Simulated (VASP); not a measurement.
These are optB88-vdW, VASP's PBE PAW potentials (set 64) (plane waves; VASP) values and carry that method's errors.

Input for VASP

File KPOINTS:
```
Automatic mesh
0
Gamma
13 13 4
0 0 0
```

**INCAR**
```
SYSTEM  =  C
PREC  =  Accurate; ENCUT  =  520; LREAL  =  F
LASPH  =  T
EDIFF  =  1E-6; NELM  =  100; ALGO  =  Normal
ISMEAR  =  1; SIGMA  =  0.1
GGA  =  BO; LUSE_VDW  =  T; AGGAC  =  0.0
PARAM1  =  0.1833333333; PARAM2  =  0.22
IBRION  =  2; NSW  =  60; ISIF  =  3
EDIFFG  =  -0.02
LWAVE  =  F; LCHARG  =  F
```

**POSCAR**
```
C
1.0
  1.2331933970  -2.1359531223   0.0000000000
  1.2331933970   2.1359531223   0.0000000000
  0.0000000000   0.0000000000   6.6406153234
C
4
Cartesian
  0.0000000000   0.0000000000   1.6601538308
  0.0000000000   0.0000000000   4.9804614925
  1.2331933970   0.7119857981   1.6601538308
  1.2331933970  -0.7119857981   4.9804614925
```

POTCAR, in this order: C (PBE.64 set). Program: vasp_std.

Output

**OSZICAR**
```
       N       E                     dE             d eps       ncg     rms          rms(c)
DAV:   1     0.526147788493E+02    0.52615E+02   -0.83104E+03  1520   0.123E+03
DAV:   2    -0.307738963144E+02   -0.83389E+02   -0.76373E+02  2168   0.229E+02
DAV:   3    -0.345180634727E+02   -0.37442E+01   -0.37148E+01  1940   0.492E+01
DAV:   4    -0.345636595043E+02   -0.45596E-01   -0.45551E-01  1896   0.628E+00
DAV:   5    -0.345647176410E+02   -0.10581E-02   -0.10573E-02  1904   0.911E-01    0.892E+00
DAV:   6    -0.326907851362E+02    0.18739E+01   -0.20048E+00  1736   0.966E+00    0.513E+00
DAV:   7    -0.321101672061E+02    0.58062E+00   -0.22107E+00  1796   0.102E+01    0.136E+00
DAV:   8    -0.321165086395E+02   -0.63414E-02   -0.68417E-02  1740   0.181E+00    0.149E-01
DAV:   9    -0.321159102847E+02    0.59835E-03   -0.22444E-03  1908   0.370E-01    0.662E-02
DAV:  10    -0.321159710484E+02   -0.60764E-04   -0.18436E-04  1888   0.117E-01    0.367E-02
DAV:  11    -0.321159689102E+02    0.21381E-05   -0.49291E-06  1904   0.200E-02    0.175E-03
DAV:  12    -0.321159688136E+02    0.96638E-07   -0.92732E-08  1340   0.330E-03
   1 F= -.32115969E+02 E0= -.32115999E+02  d E =-.321160E+02
       N       E                     dE             d eps       ncg     rms          rms(c)
DAV:   1    -0.321162509095E+02   -0.28200E-03   -0.87348E-03  1576   0.792E-01    0.568E-02
DAV:   2    -0.321161035249E+02    0.14738E-03   -0.20683E-04  1888   0.109E-01    0.324E-02
DAV:   3    -0.321160405995E+02    0.62925E-04   -0.21165E-04  1884   0.975E-02    0.864E-03
DAV:   4    -0.321160402099E+02    0.38960E-06   -0.96580E-06  1780   0.228E-02
   2 F= -.32116040E+02 E0= -.32116071E+02  d E =-.713963E-04
       N       E                     dE             d eps       ncg     rms          rms(c)
DAV:   1    -0.321160652043E+02   -0.24605E-04   -0.11212E-03  1596   0.286E-01    0.206E-02
DAV:   2    -0.321160455015E+02    0.19703E-04   -0.26681E-05  1888   0.393E-02    0.117E-02
DAV:   3    -0.321160374172E+02    0.80843E-05   -0.28018E-05  1868   0.355E-02    0.314E-03
DAV:   4    -0.321160373595E+02    0.57610E-07   -0.12369E-06  1260   0.833E-03
   3 F= -.32116037E+02 E0= -.32116068E+02  d E =-.685460E-04
       N       E                     dE             d eps       ncg     rms          rms(c)
DAV:   1    -0.321160769645E+02   -0.39547E-04   -0.59080E-04  1568   0.201E-01    0.163E-02
DAV:   2    -0.321160647838E+02    0.12181E-04   -0.16217E-05  1672   0.307E-02    0.865E-03
DAV:   3    -0.321160599193E+02    0.48646E-05   -0.15949E-05  1832   0.268E-02    0.212E-03
DAV:   4    -0.321160598953E+02    0.23917E-07   -0.28052E-07  1036   0.434E-03
   4 F= -.32116060E+02 E0= -.32116090E+02  d E =-.225358E-04
       N       E                     dE             d eps       ncg     rms          rms(c)
DAV:   1    -0.321162751192E+02   -0.21520E-03   -0.54734E-03  1544   0.608E-01    0.490E-02
DAV:   2    -0.321161645236E+02    0.11060E-03   -0.14957E-04  1640   0.934E-02    0.261E-02
DAV:   3    -0.321161209078E+02    0.43616E-04   -0.14515E-04  1776   0.808E-02    0.644E-03
DAV:   4    -0.321161208084E+02    0.99433E-07   -0.27085E-06  1588   0.131E-02
   5 F= -.32116121E+02 E0= -.32116151E+02  d E =-.834488E-04
       N       E                     dE             d eps       ncg     rms          rms(c)
DAV:   1    -0.321168279860E+02   -0.70708E-03   -0.21835E-02  1528   0.121E+00    0.978E-02
DAV:   2    -0.321163866240E+02    0.44136E-03   -0.59692E-04  1616   0.187E-01    0.522E-02
DAV:   3    -0.321162130388E+02    0.17359E-03   -0.57970E-04  1784   0.161E-01    0.129E-02
DAV:   4    -0.321162127501E+02    0.28872E-06   -0.10841E-05  1772   0.262E-02    0.977E-03
DAV:   5    -0.321162120155E+02    0.73463E-06   -0.17415E-06  1208   0.127E-02
   6 F= -.32116212E+02 E0= -.32116243E+02  d E =-.174656E-03
       N       E                     dE             d eps       ncg     rms          rms(c)
DAV:   1    -0.321187395804E+02   -0.25268E-02   -0.86815E-02  1528   0.242E+00    0.195E-01
DAV:   2    -0.321169707178E+02    0.17689E-02   -0.23807E-03  1596   0.373E-01    0.104E-01
DAV:   3    -0.321162752614E+02    0.69546E-03   -0.23329E-03  1772   0.324E-01    0.259E-02
DAV:   4    -0.321162744325E+02    0.82893E-06   -0.43547E-05  1760   0.525E-02    0.200E-02
DAV:   5    -0.321162706009E+02    0.38316E-05   -0.76255E-06  1804   0.256E-02    0.220E-03
DAV:   6    -0.321162706313E+02   -0.30382E-07   -0.52424E-07  1044   0.626E-03
   7 F= -.32116271E+02 E0= -.32116302E+02  d E =-.233272E-03
       N       E                     dE             d eps       ncg     rms          rms(c)
DAV:   1    -0.321164292006E+02   -0.15860E-03   -0.27075E-03  1664   0.519E-01    0.459E-02
DAV:   2    -0.321163866875E+02    0.42513E-04   -0.67846E-05  1808   0.641E-02    0.255E-02
DAV:   3    -0.321163692696E+02    0.17418E-04   -0.45611E-05  1684   0.462E-02    0.272E-03
DAV:   4    -0.321163691118E+02    0.15782E-06   -0.72976E-07  1384   0.701E-03
   8 F= -.32116369E+02 E0= -.32116401E+02  d E =-.984805E-04
```

### OUTCAR
```
------------------------ aborting loop because EDIFF is reached ----------------------------------------
  FORCE on cell =-STRESS in cart. coord.  units (eV):
  Direction    XX          YY          ZZ          XY          YZ          ZX
  --------------------------------------------------------------------------------------
  Total       -0.0238446     -0.0238446     -0.0054615      0.0000000     -0.0000000      0.0000000
  in kB       -1.0816861     -1.0816856     -0.2477569      0.0000000     -0.0000000      0.0000000
  external PRESSURE =      -0.8037096 kB  Pullay stress =       0.0000000 kB
  volume of cell :       35.32
      direct lattice vectors                 reciprocal lattice vectors
     1.233177824 -2.135926149 -0.000000000     0.405456529 -0.234090491  0.000000000
     1.233177824  2.135926149 -0.000000000     0.405456529  0.234090491  0.000000000
    -0.000000000 -0.000000000  6.704360796     0.000000000  0.000000000  0.149156650
 POSITION                                       TOTAL-FORCE (eV/Angst)
 -----------------------------------------------------------------------------------
      2.46636     -0.00000      1.67609        -0.000000      0.000000     -0.000000
      1.23318     -2.13593      5.02827         0.000000      0.000000      0.000000
      1.23318      0.71198      1.67609         0.000000      0.000000     -0.000000
      1.23318     -0.71198      5.02827        -0.000000     -0.000000     -0.000000
 -----------------------------------------------------------------------------------
    total drift:                                0.000000     -0.000000      0.000000
  FREE ENERGIE OF THE ION-ELECTRON SYSTEM (eV)
  ---------------------------------------------------
  free  energy   TOTEN  =       -32.1163691118 eV

  energy  without entropy=      -32.1164644401  energy(sigma->0) =      -32.11640089

 reached required accuracy - stopping structural energy minimisation
```
(Selected blocks of OUTCAR.)

**CONTCAR**
```
C
   1.00000000000000
     1.2331778240322080   -2.1359261491517358   -0.0000000000000000
     1.2331778240322080    2.1359261491517358   -0.0000000000000000
    -0.0000000000000000   -0.0000000000000000    6.7043607958823248
  C
     4
Direct
     1.0000000000000000    1.0000000000000000    0.2500000000000000
     1.0000000000000000    0.0000000000000000    0.7500000000000000
     0.3333330000000032    0.6666669999999968    0.2500000000000000
     0.6666669999999968    0.3333330000000032    0.7500000000000000
```

The compound is C in the graphite structure. This run relaxes it. Symmetry was kept, so distortions that lower it aren't found. The start is the result of an earlier pass.
